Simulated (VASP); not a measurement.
A VASP calculation is set up with these files.

POSCAR:
```
BaHfO3
1
    4.2192539717     0.0000000000     0.0000000000
    0.0000000000     4.2192539717     0.0000000000
    0.0000000000     0.0000000000     4.2192539717
Ba Hf O
1 1 3
Direct
  0.0000000000   0.0000000000   0.0000000000
  0.5000000000   0.5000000000   0.5000000000
  0.5000000000   0.0000000000   0.5000000000
  0.0000000000   0.5000000000   0.5000000000
  0.5000000000   0.5000000000   0.0000000000
```

**KPOINTS**
```
Automatic mesh
0
gamma
5 5 5
0 0 0
```

INCAR:
```
SYSTEM = BaHfO3
PREC = Accurate; ENCUT = 520; LREAL = .FALSE.
LASPH = .TRUE.
EDIFF = 1E-7; NELM = 100; ALGO = Normal
LMAXMIX = 6
ISMEAR = 0; SIGMA = 0.05
GGA = MK; LUSE_VDW = .TRUE.; AGGAC = 0.0
PARAM1 = 0.1234568; PARAM2 = 0.7114; ZAB_VDW = -1.8867
ISIF = 2
LWAVE = .FALSE.; LCHARG = .FALSE.
```

POTCAR, in this order: Ba_sv Hf_pv O (PBE.64 set). Program: vasp_std.

Task: Translate this rev-vdW-DF2 calculation to Quantum ESPRESSO's pw.x.

Result: One equivalent input (not run):
```
&CONTROL
  calculation = 'scf'
  pseudo_dir = './pseudo'
  outdir = './out'
  tprnfor = .true.
  tstress = .true.
/
&SYSTEM
  ibrav = 0
  nat = 5
  ntyp = 3
  ecutwfc = 84
  occupations = 'smearing'
  smearing = 'gaussian'
  degauss = 0.003675
  input_dft = 'vdw-df2-b86r'
/
&ELECTRONS
  conv_thr = 7.3e-09
  electron_maxstep = 100
/
ATOMIC_SPECIES
  Ba 137.327 Ba.upf
  Hf 178.490 Hf.upf
  O 15.999 O.upf
CELL_PARAMETERS angstrom
     4.2192540    0.0000000    0.0000000
     0.0000000    4.2192540    0.0000000
     0.0000000    0.0000000    4.2192540
ATOMIC_POSITIONS crystal
  Ba   0.0000000  0.0000000  0.0000000
  Hf   0.5000000  0.5000000  0.5000000
  O    0.5000000  0.0000000  0.5000000
  O    0.0000000  0.5000000  0.5000000
  O    0.5000000  0.5000000  0.0000000
K_POINTS automatic
  5 5 5 0 0 0
```
The two are equivalent in intent, not identical: the potentials are each code's own (VASP's PAW set, PseudoDojo norm-conserving files in pw.x), so ENCUT and ecutwfc are chosen apart and not converted; conv_thr bounds pw.x's estimated SCF error, while EDIFF bounds the energy change between steps.

The compound is BaHfO3 in the cubic perovskite structure. This cell is one point of a volume scan, at 1.03 of the reference volume.
